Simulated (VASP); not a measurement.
All values below come from LDA (Ceperley-Alder, Perdew-Zunger), VASP's LDA PAW potentials (set 64) (plane waves; VASP).

Gaps are without spin-orbit coupling.

| Property | Result |
|---|---|
| volume per atom | 15.28 Å³/atom |
| band gap (over mesh and band path) | 1.03 eV |
| smallest direct gap (over mesh and band path) | 1.18 eV |

Q: Which relaxed crystal gives these values?
(A) Mg2TeS, R3m (160)
(B) BaO2, I4/mmm (139)
(C) CdF2, Fm-3m (225)
(D) HgO, P3_121 (152)

A: D, HgO, P3_121 (152)
